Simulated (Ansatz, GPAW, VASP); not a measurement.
Ta3AsAu2O13: 3 runs at one level of theory

```xyz
19
Lattice="5.4520 0.0000 0.0000 -2.7260 4.7216 0.0000 0.0000 0.0000 9.5790" Properties=species:S:1:pos:R:3 pbc="T T T"
Ta    0.0036   -0.0195    1.8835
Ta    0.0189   -0.0652    7.7049
Ta    2.6944    1.6058   -0.0001
As    0.0034    0.0151    4.8333
Au    0.0229    3.1728    2.6530
Au   -0.0107    3.1626    6.9502
O    -0.0100    0.0671   -0.0491
O    -1.3379    4.6286    3.5285
O    -0.5590    1.2717    3.4654
O     1.8783    3.5641    3.4948
O    -1.3587    4.5884    6.1078
O    -0.6104    1.2830    6.0968
O     1.9082    3.5614    6.1182
O     1.1376    1.6083    8.2413
O     3.5463    0.2832    8.2323
O     3.4634    2.8737    8.2064
O     1.1743    1.5811    1.3837
O     3.4760    0.2366    1.3735
O     3.5076    2.9121    1.3234
```

The cell comes from a database or a generator and needn't be the stable form of this composition.

Atoms were shifted at random by some hundredths of an Å from the given cell, which wasn't relaxed again for these runs.

Alike in all runs: task single point; functional PBE; k mesh 6 × 6 × 3; occupations fermi-dirac, width 0.05 eV; no spin polarisation; no spin-orbit coupling. Pressure is positive in compression and, in plane waves, holds the error of the finite cutoff.

```csv
program and potentials,plane-wave cutoff (eV),notes,pressure (GPa),largest force (eV/Å)
"Ansatz, all-electron LAPW, scalar-relativistic",-,-,-0.14,2.600
"VASP, PBE PAW files As, Au, O, Ta_pv, 520 eV",520,7.26 valence electrons an atom on average,0.31,2.698
"GPAW, GPAW PAW data sets (gpaw-data 1.2.1)",800,7.58 valence electrons an atom on average; this data set often lies off other programs,1.25,2.692
```

Force on atom 7 (O), eV/Å:

```json
{"program and potentials": "Ansatz, all-electron LAPW, scalar-relativistic", "x": "0.277", "y": "-0.490", "z": "2.539"}
{"program and potentials": "VASP, PBE PAW files As, Au, O, Ta_pv, 520 eV", "x": "0.272", "y": "-0.469", "z": "2.643"}
{"program and potentials": "GPAW, GPAW PAW data sets (gpaw-data 1.2.1)", "x": "0.269", "y": "-0.463", "z": "2.638"}
```

The pressure spans -0.14 (Ansatz, all-electron LAPW, scalar-relativistic) to 1.25 GPa (GPAW, GPAW PAW data sets (gpaw-data 1.2.1)), with all-electron results at -0.14.

The functional is the same throughout but for its coding, so the spread measures potentials, basis and numerics; runs on potential files found faulty are left out.
